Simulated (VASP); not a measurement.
# SiC with PBE: from relaxation to properties, part 2 of 6

What structure does SiC take at this level, and what are its properties? The start is a cell from a database of measured crystal structures.

VASP 6.6.1; PBE; plane waves and PAW (Si, C).

So far, gap on the k-mesh (eV): step 2 (full relaxation (PBE)) 1.78.

## (3) Second relaxation

A relaxation keeps the plane waves of the cell it began with, so it is repeated from the new cell, on a basis made for it.

File INCAR:

```
SYSTEM = SiC
PREC = Accurate
ENCUT = 520
EDIFF = 1E-06
NELM = 100
ISMEAR = 0
SIGMA = 0.05
LREAL = .FALSE.
ALGO = Normal
GGA = PE
NBANDS = 48
LORBIT = 11
LWAVE = .FALSE.
LCHARG = .FALSE.
KPAR = 8
IBRION = 2
NSW = 60
ISIF = 3
EDIFFG = -0.01
```

File POSCAR:

```
SiC
1.0
    3.0951883398      0.0000000000      0.0000000000
   -1.5475941699      2.6805117318      0.0000000000
    0.0000000000      0.0000000000     20.2424600926
Si C
8 8
Direct
    0.3333333333      0.6666666667      0.2501058413
    0.6666666667      0.3333333333      0.7501058413
    0.3333333333      0.6666666667      0.6250128476
    0.6666666667      0.3333333333      0.1250128476
    0.0000000000      0.0000000000      0.0000970167
    0.0000000000      0.0000000000      0.5000970167
    0.3333333333      0.6666666667      0.8751755169
    0.6666666667      0.3333333333      0.3751755169
    0.3333333333      0.6666666667      0.9688982207
    0.6666666667      0.3333333333      0.4688982207
    0.0000000000      0.0000000000      0.0938727303
    0.0000000000      0.0000000000      0.5938727303
    0.3333333333      0.6666666667      0.3441112040
    0.6666666667      0.3333333333      0.8441112040
    0.3333333333      0.6666666667      0.7187266224
    0.6666666667      0.3333333333      0.2187266224
```

File KPOINTS:

```
Automatic mesh
0
Gamma
8 8 2
0 0 0
```

The projector-augmented-wave data sets are Si and C (PBE family, release 64).

Started as:

```sh
> mpirun -np 8 vasp_std
```

Output:

```text
[banner, memory and clock lines left out]
running    8 mpi-ranks, on    1 nodes
 distrk:  each k-point on    1 cores,    8 groups
 distr:  one band on    1 cores,    1 groups

 POSCAR found type information on POSCAR SiC
 POSCAR found :  2 types and      16 ions
 [... a notice as in an earlier step ...]

 LDA part: xc-table for (Slater+PW92), standard interpolation
 POSCAR, INCAR and KPOINTS ok, starting setup
 FFT: planning ... GRIDC
 FFT: planning ... GRID_SOFT
 FFT: planning ... GRID
 WAVECAR not read
 entering main loop
       N       E                     dE             d eps       ncg     rms          rms(c)
DAV:   1     0.170361280677E+03    0.17036E+03   -0.29084E+04  1920   0.120E+03
DAV:   2    -0.117644891299E+03   -0.28801E+03   -0.26968E+03  2488   0.213E+02
DAV:   3    -0.134730059325E+03   -0.17085E+02   -0.16963E+02  2472   0.489E+01
DAV:   4    -0.135005762282E+03   -0.27570E+00   -0.27506E+00  2448   0.705E+00
DAV:   5    -0.135011658369E+03   -0.58961E-02   -0.58926E-02  2408   0.989E-01    0.245E+01
DAV:   6    -0.120844054720E+03    0.14168E+02   -0.42118E+01  2400   0.207E+01    0.109E+01
DAV:   7    -0.120555924377E+03    0.28813E+00   -0.42790E+00  2544   0.677E+00    0.470E+00
DAV:   8    -0.120496921626E+03    0.59003E-01   -0.27434E-01  2320   0.180E+00    0.152E+00
DAV:   9    -0.120490338807E+03    0.65828E-02   -0.40904E-02  2384   0.807E-01    0.209E-01
DAV:  10    -0.120491276786E+03   -0.93798E-03   -0.32141E-03  2440   0.210E-01    0.111E-01
DAV:  11    -0.120491486197E+03   -0.20941E-03   -0.43836E-04  2288   0.996E-02    0.232E-02
DAV:  12    -0.120491488488E+03   -0.22910E-05   -0.18166E-05  2488   0.171E-02    0.104E-02
DAV:  13    -0.120491490499E+03   -0.20111E-05   -0.18030E-06  1704   0.577E-03    0.217E-03
DAV:  14    -0.120491491193E+03   -0.69384E-06   -0.28446E-07  1488   0.227E-03
   1 F= -.12049149E+03 E0= -.12049149E+03  d E =-.120491E+03
 curvature:   0.00 expect dE= 0.000E+00 dE for cont linesearch  0.000E+00
 trial: gam= 0.00000 g(F)=  0.226E-04 g(S)=  0.839E-06 ort = 0.000E+00 (trialstep = 0.100E+01)
 search vector abs. value=  0.234E-04
 reached required accuracy - stopping structural energy minimisation
```

Run time: 22 s. Hardware: 8 MPI ranks of AMD EPYC 9R14 (Zen 4), shared host; peak memory 2.8 GiB; 2.9 min of CPU time.

Parts of OUTCAR (step 3):

```text
  LATTYP: Found a hexagonal cell.
 ALAT       =     3.0951883398
 C/A-ratio  =     6.5399768513

 Found     20 irreducible k-points:

   dimension x,y,z NGX =    24 NGY =   24 NGZ =  160
   dimension x,y,z NGXF=    48 NGYF=   48 NGZF=  320

   ENCUT  =  520.0 eV  38.22 Ry    6.18 a.u.   5.75  5.75 37.64*2*pi/ulx,y,z

   NELECT =      64.0000    total number of electrons

 E-fermi :   8.2095

 k-point     1 :       0.0000    0.0000    0.0000
  band No.  band energies     occupation
    ...
     28       7.8051      2.00000
     29       7.8051      2.00000
     30       7.9519      2.00000
     31       7.9815      2.00000
     32       7.9815      2.00000
     33      13.0674      0.00000
     34      13.1319      0.00000
     35      13.4578      0.00000
     36      13.7206      0.00000
     37      13.9167      0.00000
    ...

 k-point     2 :       0.1250   -0.0000    0.0000
  band No.  band energies     occupation
    ...
     28       7.2001      2.00000
     29       7.5716      2.00000
     30       7.6120      2.00000
     31       7.7895      2.00000
     32       7.8612      2.00000
     33      13.1846      0.00000
     34      13.3345      0.00000
     35      13.4390      0.00000
     36      13.8223      0.00000
     37      13.9019      0.00000
    ...

  Total        0.0113919      0.0113919     -0.0043173      0.0000000      0.0000000      0.0000000
  in kB        0.1086776      0.1086776     -0.0411870      0.0000000      0.0000000      0.0000000
  external PRESSURE =       0.0587228 kB  Pullay stress =       0.0000000 kB

  energy-cutoff  :      520.00
  volume of cell :      167.95
      direct lattice vectors                 reciprocal lattice vectors
     3.095188340  0.000000000  0.000000000     0.323082117  0.186531547  0.000000000
    -1.547594170  2.680511732  0.000000000     0.000000000  0.373063094  0.000000000
     0.000000000  0.000000000 20.242460093     0.000000000  0.000000000  0.049401110

 POSITION                                       TOTAL-FORCE (eV/Angst)
 -----------------------------------------------------------------------------------
     -0.00000      1.78701      5.06276         0.000000     -0.000000     -0.002608
      1.54759      0.89350     15.18399        -0.000000      0.000000     -0.002608
     -0.00000      1.78701     12.65180         0.000000     -0.000000     -0.007717
      1.54759      0.89350      2.53057        -0.000000      0.000000     -0.007717
      0.00000      0.00000      0.00196         0.000000     -0.000000     -0.002990
      0.00000      0.00000     10.12319        -0.000000     -0.000000     -0.002990
     -0.00000      1.78701     17.71571         0.000000     -0.000000     -0.000234
      1.54759      0.89350      7.59448        -0.000000      0.000000     -0.000234
     -0.00000      1.78701     19.61288        -0.000000     -0.000000      0.009748
      1.54759      0.89350      9.49165         0.000000     -0.000000      0.009748
      0.00000      0.00000      1.90021         0.000000     -0.000000     -0.003166
      0.00000      0.00000     12.02145        -0.000000     -0.000000     -0.003166
     -0.00000      1.78701      6.96566         0.000000     -0.000000     -0.000329
      1.54759      0.89350     17.08689        -0.000000      0.000000     -0.000329
     -0.00000      1.78701     14.54879        -0.000000      0.000000      0.007297
      1.54759      0.89350      4.42756         0.000000     -0.000000      0.007297
 -----------------------------------------------------------------------------------
    total drift:                               -0.000000     -0.000000      0.000910

  FREE ENERGIE OF THE ION-ELECTRON SYSTEM (eV)
  ---------------------------------------------------
  free  energy   TOTEN  =      -120.4914911926 eV

  energy  without entropy=     -120.4914911926  energy(sigma->0) =     -120.49149119

 total charge
# of ion       s       p       d       tot
------------------------------------------
    1        0.706   0.960   0.000   1.666
    2        0.706   0.960   0.000   1.666
    3        0.706   0.961   0.000   1.668
    4        0.706   0.961   0.000   1.668
    5        0.706   0.961   0.000   1.668
    6        0.706   0.961   0.000   1.668
    7        0.707   0.958   0.000   1.665
    8        0.707   0.958   0.000   1.665
    9        0.836   1.695   0.000   2.531
   10        0.836   1.695   0.000   2.531
   11        0.836   1.696   0.000   2.532
   12        0.836   1.696   0.000   2.532
   13        0.836   1.696   0.000   2.532
   14        0.836   1.696   0.000   2.532
   15        0.836   1.694   0.000   2.530
   16        0.836   1.694   0.000   2.530
--------------------------------------------------
tot         12.339  21.244   0.000  33.583

[... 4 parts as in an earlier step ...]

[... 7 further parts left out ...]
```

CONTCAR:

```
SiC
   1.00000000000000
     3.0951883398000000    0.0000000000000000    0.0000000000000000
    -1.5475941699000000    2.6805117317999998    0.0000000000000000
     0.0000000000000000    0.0000000000000000   20.2424600925999982
  Si              C
     8     8
Direct
     0.3333333332999970    0.6666666667000030    0.2501058412999981
     0.6666666667000030    0.3333333332999970    0.7501058412999981
     0.3333333332999970    0.6666666667000030    0.6250128475999972
     0.6666666667000030    0.3333333332999970    0.1250128475999972
     0.0000000000000000    0.0000000000000000    0.0000970167000034
     0.0000000000000000    0.0000000000000000    0.5000970167000034
     0.3333333332999970    0.6666666667000030    0.8751755169000006
     0.6666666667000030    0.3333333332999970    0.3751755169000006
     0.3333333332999970    0.6666666667000030    0.9688982206999981
     0.6666666667000030    0.3333333332999970    0.4688982206999981
     0.0000000000000000    0.0000000000000000    0.0938727302999993
     0.0000000000000000    0.0000000000000000    0.5938727302999993
     0.3333333332999970    0.6666666667000030    0.3441112040000007
     0.6666666667000030    0.3333333332999970    0.8441112040000007
     0.3333333332999970    0.6666666667000030    0.7187266223999984
     0.6666666667000030    0.3333333332999970    0.2187266223999984
```

Little changed from the start: no atom moved by 0.005 Å and no cell edge by 0.1 %.

Numbers from this step:

| Property | Result |
| --- | --- |
| free energy (TOTEN) | -120.4915 eV |
| Fermi energy | 8.210 eV |
| pressure | 0.005872 GPa |
| SCF cycles over all ionic steps | 14 |

It ends with a largest force of 0.010 eV/Å and a pressure of 0.01 GPa. The volume moved by under 0.01 %: the run met its threshold at the first step.

## (4) Density, ELF and potential (PBE)

The relaxed cell gets a fresh self-consistent run, on a basis set for its own volume, to fix the density and to check the remaining stress.

Edit INCAR of step 3 so:

```diff
@@ -13,7 +13,5 @@
 LWAVE = .FALSE.
-LCHARG = .FALSE.
-KPAR = 8
-IBRION = 2
-NSW = 60
-ISIF = 3
-EDIFFG = -0.01
+LCHARG = .TRUE.
+ISIF = 2
+LELF = .TRUE.
+LVHAR = .TRUE.
```

POSCAR is that of step 3.

KPOINTS is that of step 3.

Started as:

```sh
> mpirun -np 8 vasp_std
```

Output:

```text
[banner, memory and clock lines left out]
running    8 mpi-ranks, on    1 nodes
 distrk:  each k-point on    8 cores,    1 groups
 distr:  one band on    1 cores,    8 groups

 POSCAR found type information on POSCAR SiC
 POSCAR found :  2 types and      16 ions
 [... a notice as in an earlier step ...]

 LDA part: xc-table for (Slater+PW92), standard interpolation
 POSCAR, INCAR and KPOINTS ok, starting setup
 FFT: planning ... GRIDC
 FFT: planning ... GRID_SOFT
 FFT: planning ... GRID
 WAVECAR not read
 entering main loop
       N       E                     dE             d eps       ncg     rms          rms(c)
DAV:   1     0.170361280675E+03    0.17036E+03   -0.29084E+04  1920   0.120E+03
[... 10 cycles as in an earlier step ...]
DAV:  12    -0.120491488488E+03   -0.22912E-05   -0.18166E-05  2488   0.171E-02    0.104E-02
DAV:  13    -0.120491490499E+03   -0.20109E-05   -0.18030E-06  1704   0.577E-03    0.217E-03
DAV:  14    -0.120491491193E+03   -0.69389E-06   -0.28446E-07  1488   0.227E-03
   1 F= -.12049149E+03 E0= -.12049149E+03  d E =-.411085E-12
```

Run time: 19 s. Hardware: 8 MPI ranks; peak memory 1.1 GiB.

From OUTCAR (step 4):

```text
 Found     20 irreducible k-points:

   NELECT =      64.0000    total number of electrons

 E-fermi :   8.2095

  Total        0.0113919      0.0113919     -0.0043174      0.0000000      0.0000000      0.0000000
  in kB        0.1086776      0.1086776     -0.0411871      0.0000000      0.0000000      0.0000000
  external PRESSURE =       0.0587227 kB  Pullay stress =       0.0000000 kB

 POSITION                                       TOTAL-FORCE (eV/Angst)
 -----------------------------------------------------------------------------------
     -0.00000      1.78701      5.06276        -0.000000     -0.000000     -0.002608
      1.54759      0.89350     15.18399         0.000000     -0.000000     -0.002608
     -0.00000      1.78701     12.65180         0.000000     -0.000000     -0.007717
      1.54759      0.89350      2.53057        -0.000000     -0.000000     -0.007717
      0.00000      0.00000      0.00196         0.000000      0.000000     -0.002990
      0.00000      0.00000     10.12319        -0.000000     -0.000000     -0.002990
     -0.00000      1.78701     17.71571         0.000000     -0.000000     -0.000234
      1.54759      0.89350      7.59448        -0.000000     -0.000000     -0.000234
     -0.00000      1.78701     19.61288         0.000000     -0.000000      0.009748
      1.54759      0.89350      9.49165        -0.000000      0.000000      0.009748
      0.00000      0.00000      1.90021         0.000000     -0.000000     -0.003166
      0.00000      0.00000     12.02145        -0.000000     -0.000000     -0.003166
     -0.00000      1.78701      6.96566        -0.000000      0.000000     -0.000329
      1.54759      0.89350     17.08689         0.000000     -0.000000     -0.000329
     -0.00000      1.78701     14.54879         0.000000     -0.000000      0.007297
      1.54759      0.89350      4.42756        -0.000000      0.000000      0.007297
 -----------------------------------------------------------------------------------
    total drift:                               -0.000000     -0.000000      0.000910

  FREE ENERGIE OF THE ION-ELECTRON SYSTEM (eV)
  ---------------------------------------------------
  free  energy   TOTEN  =      -120.4914911927 eV

  energy  without entropy=     -120.4914911927  energy(sigma->0) =     -120.49149119

[... 17 parts as in an earlier step ...]
```

This step gave:

```
SCF cycles : 14
```

Valence electrons inside each PAW sphere by angular momentum. Sphere charges, by row:

| atom | s (e) | p (e) | d (e) | tot (e) |
| --- | --- | --- | --- | --- |
| Si1 | 0.706 | 0.96 | 0 | 1.666 |
| Si2 | 0.706 | 0.96 | 0 | 1.666 |
| Si3 | 0.706 | 0.961 | 0 | 1.668 |
| Si4 | 0.706 | 0.961 | 0 | 1.668 |
| Si5 | 0.706 | 0.961 | 0 | 1.668 |
| Si6 | 0.706 | 0.961 | 0 | 1.668 |
| Si7 | 0.707 | 0.958 | 0 | 1.665 |
| Si8 | 0.707 | 0.958 | 0 | 1.665 |
| C9 | 0.836 | 1.695 | 0 | 2.531 |
| C10 | 0.836 | 1.695 | 0 | 2.531 |
| C11 | 0.836 | 1.696 | 0 | 2.532 |
| C12 | 0.836 | 1.696 | 0 | 2.532 |
| C13 | 0.836 | 1.696 | 0 | 2.532 |
| C14 | 0.836 | 1.696 | 0 | 2.532 |
| C15 | 0.836 | 1.694 | 0 | 2.53 |
| C16 | 0.836 | 1.694 | 0 | 2.53 |

Electrostatic potential energy in the ac plane at fractional y = 0.333, with atoms of Si and C within 0.2 Å of it. With pseudopotentials it is smooth inside the atoms' cores, unlike the true potential.

Ten even steps from '0' (-64 eV) to '9' (3 eV), each cell a mean:
```
9888889999999999
9999999999999999
8888889999889999
9988899853553479
9999999987667899
8999998630000258
9999998753222468
9999999999999999
8888889999999999
9888889999999999
9999999999999999
8888889999999999
9888899853553478
9999999987666899
9999998630000258
9999998753212468
9999999999999999
8888889999889999
9888899853553479
9999999987667899
8999998630000258
9999998753222468
9999999999999999
8888889999999999
```
Columns run along a (3.1 Å; values clipped at the 3rd and 97th percentile), rows up along c (20.2 Å). Atoms in or near the plane, at fractional coordinates: Si at (0.67, 0.75), Si at (0.67, 0.13), Si at (0.67, 0.38), C at (0.67, 0.47), C at (0.67, 0.84), C at (0.67, 0.22).

ELF in the ac plane at fractional y = 0.333, with atoms of Si and C within 0.2 Å of it. It is the smooth field of the valence electrons, not physical close to the nuclei.

Values, 24 rows by 16 columns, each cell a mean:
```
0.75 0.84 0.88 0.89 0.86 0.78 0.63 0.42 0.22 0.10 0.05 0.05 0.08 0.16 0.34 0.57
0.37 0.49 0.57 0.58 0.52 0.41 0.28 0.16 0.09 0.05 0.04 0.04 0.04 0.06 0.12 0.23
0.48 0.40 0.32 0.31 0.37 0.46 0.51 0.54 0.54 0.52 0.49 0.49 0.51 0.53 0.53 0.52
0.74 0.58 0.39 0.35 0.51 0.71 0.80 0.81 0.74 0.49 0.24 0.19 0.39 0.68 0.80 0.81
0.36 0.20 0.11 0.10 0.16 0.31 0.50 0.67 0.78 0.83 0.83 0.83 0.83 0.80 0.71 0.55
0.48 0.43 0.38 0.38 0.41 0.46 0.50 0.47 0.41 0.37 0.37 0.37 0.36 0.38 0.46 0.50
0.74 0.70 0.66 0.65 0.69 0.73 0.74 0.70 0.56 0.36 0.19 0.16 0.27 0.49 0.68 0.74
0.37 0.41 0.43 0.43 0.42 0.39 0.34 0.28 0.22 0.17 0.14 0.14 0.15 0.19 0.25 0.31
0.48 0.56 0.60 0.60 0.58 0.51 0.40 0.27 0.16 0.08 0.05 0.05 0.07 0.13 0.23 0.36
0.74 0.84 0.88 0.89 0.86 0.79 0.64 0.42 0.21 0.10 0.05 0.05 0.08 0.17 0.35 0.57
0.37 0.50 0.57 0.58 0.53 0.41 0.27 0.15 0.08 0.05 0.04 0.03 0.04 0.07 0.13 0.24
0.48 0.40 0.32 0.31 0.37 0.46 0.51 0.53 0.53 0.52 0.50 0.49 0.51 0.53 0.54 0.52
0.75 0.58 0.38 0.35 0.51 0.70 0.80 0.81 0.74 0.49 0.24 0.21 0.41 0.69 0.80 0.81
0.37 0.20 0.11 0.10 0.16 0.31 0.49 0.66 0.77 0.82 0.82 0.82 0.83 0.80 0.71 0.56
0.48 0.43 0.38 0.38 0.41 0.46 0.50 0.47 0.41 0.37 0.37 0.37 0.35 0.38 0.45 0.50
0.74 0.71 0.67 0.66 0.69 0.73 0.75 0.70 0.56 0.35 0.19 0.15 0.26 0.49 0.68 0.75
0.36 0.43 0.48 0.49 0.45 0.39 0.32 0.25 0.19 0.15 0.12 0.11 0.13 0.17 0.22 0.29
0.48 0.40 0.32 0.30 0.37 0.46 0.51 0.53 0.52 0.50 0.48 0.47 0.49 0.51 0.53 0.52
0.74 0.57 0.38 0.34 0.50 0.70 0.80 0.81 0.74 0.50 0.25 0.21 0.40 0.68 0.80 0.81
0.37 0.20 0.11 0.10 0.16 0.31 0.50 0.67 0.78 0.82 0.82 0.82 0.82 0.80 0.71 0.56
0.48 0.43 0.38 0.38 0.41 0.46 0.50 0.47 0.40 0.35 0.37 0.37 0.36 0.39 0.45 0.49
0.74 0.70 0.66 0.65 0.69 0.73 0.75 0.71 0.57 0.33 0.18 0.17 0.30 0.51 0.67 0.74
0.37 0.41 0.43 0.44 0.42 0.39 0.33 0.27 0.21 0.17 0.14 0.14 0.16 0.20 0.26 0.32
0.48 0.56 0.60 0.60 0.58 0.51 0.40 0.27 0.16 0.09 0.05 0.05 0.07 0.13 0.23 0.36
```
Columns run along a (3.1 Å), rows up along c (20.2 Å). Atoms in or near the plane, at fractional coordinates: Si at (0.67, 0.75), Si at (0.67, 0.13), Si at (0.67, 0.38), C at (0.67, 0.47), C at (0.67, 0.84), C at (0.67, 0.22).

Valence density in the ac plane at fractional y = 0.333, with atoms of Si and C within 0.2 Å of it. It is the smooth field of the valence electrons, not physical close to the nuclei.

Ten even steps from '0' (0.1 e/Å³) to '9' (1.6 e/Å³), each cell a mean:
```
2344431100000001
1111110000000000
1111111122222211
2111123579999863
0000001235676421
1111111111001111
2222222221001122
1111110000000000
1122211000000000
2344321100000001
1111110000000000
1111111122222211
2111123579999863
1000001245676421
1111111111001111
2222222221001122
0111110000000000
1111111122222211
2111123579999853
1000001245676421
1111111111001111
2222222221001122
1111110000000000
1122211000000000
```
Columns run along a (3.1 Å), rows up along c (20.2 Å). Atoms in or near the plane, at fractional coordinates: Si at (0.67, 0.75), Si at (0.67, 0.13), Si at (0.67, 0.38), C at (0.67, 0.47), C at (0.67, 0.84), C at (0.67, 0.22).

In this run the pressure is 0.01 GPa, small enough to go on; single stress components reach 0.01 GPa.

(Part 2 of 6 ends here.)

[Lines on the potential files, build, host, timing and source positions are cut from VASP's logs without a mark.]

[Logs are printed without paths, hosts, clocks, repeated set-up lines and the standing remarks that a program may print on its own settings, such as how far it seeks lower states.]

[Hosts, paths, dates, database ids (printed as entryN), source tags and the programs' standing remarks are cut or masked in the printed files.]

[A measured line is paired with the nearest computed mode of its activity, which favours agreement.]

[In band tables of VASP the shares of atoms and orbitals are scaled to a sum of 1 inside the atoms' spheres.]
